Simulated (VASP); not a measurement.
Energy against volume of MgF2 (rutile). Level of theory: SCAN meta-GGA, VASP's PBE PAW potentials (set 64) (plane waves; VASP 6.6.1). Settings: 520 eV cut-off, 5×5×7 Γ-centred mesh, Gaussian smearing of 0.050 eV, potentials Mg F.

Shape and ions are relaxed at each volume.

```json
[
 {"V (Å³/atom)": "10.312", "E (eV/atom)": "-7.84071"},
 {"V (Å³/atom)": "10.631", "E (eV/atom)": "-7.84504"},
 {"V (Å³/atom)": "10.950", "E (eV/atom)": "-7.84269"},
 {"V (Å³/atom)": "11.269", "E (eV/atom)": "-7.83470"}
]
```

### Question
Fit these four points and predict the energy of the run at 9.993 Å³/atom.

### Answer
A cubic in V^(−2/3), the third-order Birch-Murnaghan form, passes through the four points with V0 = 10.67 Å³/atom and B0 = 110 GPa, and gives -7.8285 eV/atom there. The run gave -7.8285 eV/atom, -0.0 meV/atom from the fit; all five points give B0 = 110 GPa.

The compound is MgF2 in the rutile structure. It was relaxed first.
